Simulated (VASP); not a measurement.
Input:

```xyz
1
Lattice="-1.6602 1.6602 1.6602 1.6602 -1.6602 1.6602 1.6602 1.6602 -1.6602" Properties=species:S:1:pos:R:3 pbc="T T T"
Ta     0.0000     0.0000     0.0000
```

These are LDA (Ceperley-Alder, Perdew-Zunger), VASP's LDA PAW potentials (set 64) (plane waves; VASP) values and carry that method's errors. Numerical set-up: 210 eV cut-off, 4×4×4 Γ-centred mesh shifted by (0.5, 0.5, 0.5), Fermi-Dirac smearing of 0.27 eV, potentials Ta_pv.

At this cut-off the stress carries a Pulay error, which pulls relaxed volumes low.  Energy and stress use the plane-wave basis of the starting cell.

Question: The ions, cell shape and volume are relaxed. What does this cell relax into?

Answer: 
```xyz
1
Lattice="-1.6183 1.6183 1.6183 1.6183 -1.6183 1.6183 1.6183 1.6183 -1.6183" Properties=species:S:1:pos:R:3 pbc="T T T"
Ta     0.0000     0.0000     0.0000
```
Space group Im-3m (229), at a tolerance of 0.03 Å.

Question: How do energy and volume change from the first to the last step?

Answer: The energy (σ→0) changes by -87.5 meV/atom and the volume by -7.4 %, in 7 ionic steps.

The structure comes from a computed database's Ta entry; how it stands against other phases isn't given here. This run relaxes it. Symmetry was kept, so distortions that lower it aren't found. The k-mesh is coarse (spacing up to 0.69 per Å, 2π included), so the numbers may not be converged in it. The run is one of a series of settings (EDIFFG = -0.01, ENCUT = 210, GGA removed, IBRION = 2, ISIF = 3, ISMEAR = -1, NSW = 50, SIGMA = 0.272, KPOINTS 4×4×4 Γ-centred mesh shifted by (0.5, 0.5, 0.5), POTCAR Ta_pv (LDA.64 set) against the base run), some of them coarse on purpose.
